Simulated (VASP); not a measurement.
Data:

```
SrTiO3
1.0
    3.87521     0.00000     0.00000
    0.00000     3.87521     0.00000
    0.00000     0.00000     3.87521
Sr Ti O
1 1 3
Direct
  0.00000   0.00000   0.00000
  0.50000   0.50000   0.50000
  0.50000   0.00000   0.50000
  0.00000   0.50000   0.50000
  0.50000   0.50000   0.00000
```

Method: PBE GGA with D3 dispersion (Becke-Johnson damping), VASP's PBE PAW potentials (set 64) (plane waves; VASP). Numerical set-up: 520 eV cut-off, 6×6×6 Γ-centred mesh, Gaussian smearing of 0.050 eV, potentials Sr_sv Ti_sv O.

### Question
Give the stress tensor in GPa (positive for a compressed cell).

### Answer

```
5.75  0.00  0.00
0.00  5.75  0.00
0.00  0.00  5.75
```
The pressure is its mean diagonal, 5.75 GPa.

The compound is SrTiO3 in the cubic perovskite structure, the ideal cubic form; the compound distorts at low or room temperature. This cell is one point of a volume scan, at 0.97 of the reference volume.
